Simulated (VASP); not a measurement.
Level of theory: PBEsol GGA, VASP's PBE PAW potentials (set 64) (plane waves; VASP).

The input files of a VASP run:

**INCAR**
```
ALGO = Normal   ! blocked Davidson
PREC = Accurate
ENCUT = 300   ! plane-wave cut-off (eV)
LASPH = .TRUE.   ! aspherical one-centre terms
LREAL = .FALSE.   ! projection in real space or not
LCHARG = .FALSE.
LWAVE = .FALSE.
EDIFF = 1E-6
ISIF = 2
GGA = PS   ! PBEsol
SYSTEM = K2SnHgTe4
SIGMA = 0.01   ! width (eV)
LMAXMIX = 6   ! l cut-off of mixed one-centre charges
NELM = 100   ! most electronic steps
ISMEAR = 0   ! Gaussian
```

KPOINTS:
```
Automatic mesh
0
Gamma
 3 3 3
```

POSCAR:
```
K2SnHgTe4
1
   -4.3935300000     4.3935300000     3.7358400000
    4.3935300000    -4.3935300000     3.7358400000
    4.3935300000     4.3935300000    -3.7358400000
K Sn Hg Te
2 1 1 4
Direct
  0.5000000000   0.0000000000   0.5000000000
  0.0000000000   0.5000000000   0.5000000000
  0.0000000000   0.0000000000   0.0000000000
  0.5000000000   0.5000000000   0.0000000000
  0.5868100000   0.9375500000   0.0000000000
  0.0624500000   0.0624500000   0.6492600000
  0.9375500000   0.5868100000   0.0000000000
  0.4131900000   0.4131900000   0.3507400000
```

POTCAR, in this order: K_sv Sn_d Hg Te (PBE.64 set). Program: vasp_std.

The run wrote:

### OUTCAR
```
 ion  position               nearest neighbor table
   1  0.500  0.000  0.500-   6 3.70   5 3.70   8 3.70   7 3.70   2 3.74   2 3.74
   2  0.000  0.500  0.500-   6 3.70   7 3.70   8 3.70   5 3.70   1 3.74   1 3.74
   3  0.000  0.000  0.000-   5 2.81   6 2.81   7 2.81   8 2.81   4 3.74   4 3.74
   4  0.500  0.500  0.000-   5 2.93   7 2.93   8 2.93   6 2.93   3 3.74   3 3.74
   5  0.587  0.938  0.000-   3 2.81   4 2.93   2 3.70   1 3.70
   6  0.062  0.062  0.649-   3 2.81   4 2.93   2 3.70   1 3.70
   7  0.938  0.587  0.000-   3 2.81   4 2.93   1 3.70   2 3.70
   8  0.413  0.413  0.351-   3 2.81   4 2.93   1 3.70   2 3.70
  LATTYP: Found a body centered tetragonal cell.
 ALAT       =     8.7870600000
 C/A-ratio  =     0.8503048801
 Subroutine PRICEL returns:
 Original cell was already a primitive cell.
 Subroutine GETGRP returns: Found  8 space group operations
The static configuration has the point symmetry D_2d.
The dynamic configuration has the point symmetry D_2d.
 Subroutine INISYM returns: Found  8 space group operations
 Subroutine IBZKPT returns following result:
 Found      6 irreducible k-points:

 Following reciprocal coordinates:
            Coordinates               Weight
  0.000000  0.000000  0.000000      1.000000
  0.333333  0.000000 -0.000000      8.000000
  0.333333  0.333333 -0.000000      8.000000
 -0.333333  0.333333  0.000000      4.000000
 -0.333333  0.333333  0.333333      4.000000
 -0.333333 -0.333333  0.333333      2.000000
   k-points           NKPTS =      6   k-points in BZ     NKDIM =      6   number of bands    NBANDS=     40
   number of dos      NEDOS =    301   number of ions     NIONS =      8
   total plane-waves  NPLWV =  74088
   dimension x,y,z NGX =    42 NGY =   42 NGZ =   42
   dimension x,y,z NGXF=    84 NGYF=   84 NGZF=   84
   ions per type =               2   1   1   4
   PREC   = accura    normal or accurate (medium, high low for compatibility)
   ISTART =      0    job   : 0-new  1-cont  2-samecut
   ICHARG =      2    charge: 1-file 2-atom 10-const
   ISPIN  =      1    spin polarized calculation?
   LNONCOLLINEAR =      F non collinear calculations
...
```

OSZICAR:
```
       N       E                     dE             d eps       ncg     rms          rms(c)
DAV:   1     0.413959363962E+03    0.41396E+03   -0.22178E+04   504   0.105E+03
DAV:   2     0.141572882529E+02   -0.39980E+03   -0.39204E+03   544   0.303E+02
DAV:   3    -0.241954128373E+02   -0.38353E+02   -0.37381E+02   656   0.999E+01
DAV:   4    -0.261586795657E+02   -0.19633E+01   -0.19586E+01   736   0.207E+01
DAV:   5    -0.262127849969E+02   -0.54105E-01   -0.54076E-01   776   0.279E+00    0.985E+00
DAV:   6    -0.254805558649E+02    0.73223E+00   -0.16267E+00   576   0.914E+00    0.790E+00
DAV:   7    -0.254252860153E+02    0.55270E-01   -0.69003E-01   624   0.316E+00    0.310E+00
DAV:   8    -0.254181404607E+02    0.71456E-02   -0.78242E-02   608   0.185E+00    0.903E-01
DAV:   9    -0.254184802700E+02   -0.33981E-03   -0.11007E-02   648   0.770E-01    0.229E-01
DAV:  10    -0.254183905209E+02    0.89749E-04   -0.14251E-03   672   0.246E-01    0.112E-01
DAV:  11    -0.254184422636E+02   -0.51743E-04   -0.59916E-04   592   0.126E-01    0.391E-02
DAV:  12    -0.254184510023E+02   -0.87388E-05   -0.75400E-05   584   0.378E-02    0.505E-02
DAV:  13    -0.254184480579E+02    0.29444E-05   -0.82905E-06   624   0.136E-02    0.232E-02
DAV:  14    -0.254184457748E+02    0.22831E-05   -0.11888E-05   480   0.200E-02    0.285E-03
DAV:  15    -0.254184459641E+02   -0.18933E-06   -0.15350E-06   424   0.594E-03
   1 F= -.25418446E+02 E0= -.25418446E+02  d E =-.483485E-76
```

File OUTCAR:
```
------------------------ aborting loop because EDIFF is reached ----------------------------------------
  FORCE on cell =-STRESS in cart. coord.  units (eV):
  Direction    XX          YY          ZZ          XY          YZ          ZX
  --------------------------------------------------------------------------------------
  Total       -3.0796733     -3.0796733     -3.6228125      0.0000000      0.0000000      0.0000000
  in kB      -17.1056580    -17.1056580    -20.1224561      0.0000000      0.0000000      0.0000000
  external PRESSURE =     -18.1112574 kB  Pullay stress =       0.0000000 kB
  volume of cell :      288.45
      direct lattice vectors                 reciprocal lattice vectors
    -4.393530000  4.393530000  3.735840000     0.000000000  0.113803707  0.133838708
     4.393530000 -4.393530000  3.735840000     0.113803707  0.000000000  0.133838708
     4.393530000  4.393530000 -3.735840000     0.113803707  0.113803707  0.000000000
 POSITION                                       TOTAL-FORCE (eV/Angst)
 -----------------------------------------------------------------------------------
      0.00000      4.39353      0.00000        -0.000000     -0.000000      0.000000
      4.39353      0.00000      0.00000        -0.000000     -0.000000      0.000000
      0.00000      0.00000      0.00000        -0.000000      0.000000     -0.000000
      0.00000      0.00000      3.73584        -0.000000      0.000000     -0.000000
      1.54099     -1.54099      5.69477        -0.137135      0.137135      0.013231
      2.85254      2.85254     -1.95893         0.137135      0.137135     -0.013231
     -1.54099      1.54099      5.69477         0.137135     -0.137135      0.013231
      1.54099      1.54099      1.77691        -0.137135     -0.137135     -0.013231
 -----------------------------------------------------------------------------------
    total drift:                               -0.000004     -0.000004     -0.000005
  FREE ENERGIE OF THE ION-ELECTRON SYSTEM (eV)
  ---------------------------------------------------
  free  energy   TOTEN  =       -25.4184459641 eV

  energy  without entropy=      -25.4184459641  energy(sigma->0) =      -25.41844596
```
(Selected blocks of OUTCAR.)

At this cut-off the stress carries a Pulay error, which pulls relaxed volumes low.

The structure comes from a computed database's K2SnHgTe4 entry; how it stands against other phases isn't given here. The cell was not relaxed at this level. The run is one of a series of settings (GGA = PS, POTCAR K_sv Sn_d Hg Te (PBE.64 set) against the base run), some of them coarse on purpose.
